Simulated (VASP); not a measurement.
An input for Quantum ESPRESSO's pw.x (written as the equivalent of a VASP run, and not itself run):

```
&CONTROL
  calculation = 'scf'
  pseudo_dir = './pseudo'
  outdir = './out'
  tprnfor = .true.
  tstress = .true.
/
&SYSTEM
  ibrav = 0
  nat = 2
  ntyp = 2
  ecutwfc = 60
  occupations = 'tetrahedra'
  input_dft = 'pz'
/
&ELECTRONS
  conv_thr = 7.3e-09
  electron_maxstep = 100
/
ATOMIC_SPECIES
  Hg 200.592 Hg.upf
  S 32.060 S.upf
CELL_PARAMETERS angstrom
     0.0000000    2.9147710    2.9147710
     2.9147710    0.0000000    2.9147710
     2.9147710    2.9147710   -0.0000000
ATOMIC_POSITIONS crystal
  Hg   0.0000000  0.0000000  0.0000000
  S    0.2500000  0.2500000  0.2500000
K_POINTS automatic
  12 12 12 0 0 0
```

Q: Write the VASP files for the same calculation (LDA).

A: One answer among several that fit: 
### POSCAR
```
HgS
1
    0.0000000000     2.9147709570     2.9147709570
    2.9147709570     0.0000000000     2.9147709570
    2.9147709570     2.9147709570    -0.0000000000
Hg S
1 1
Direct
  0.0000000000   0.0000000000   0.0000000000
  0.2500000000   0.2500000000   0.2500000000
```

### KPOINTS
```
Automatic mesh
0
Gamma
12 12 12
0 0 0
```

**INCAR**
```
# general
SYSTEM =HgS
PREC   =Accurate
ENCUT  =520
LREAL  =F
LASPH  =T

# electronic loop
EDIFF  =1E-7
NELM   =100
ALGO   =Normal
LMAXMIX=6

# smearing
ISMEAR =-5

# ions
ISIF   =2

# output
LWAVE  =F
LCHARG =T
LORBIT =11
NEDOS  =601
```

POTCAR, in this order: Hg S (LDA.64 set). Program: vasp_std.

The two are equivalent in intent, not identical: the potentials are each code's own (VASP's PAW set, PseudoDojo norm-conserving files in pw.x), so ENCUT and ecutwfc are chosen apart and not converted; conv_thr bounds pw.x's estimated SCF error, while EDIFF bounds the energy change between steps.

The compound is HgS in the zinc blende structure, metacinnabar; cinnabar is the stable form. It was relaxed first.
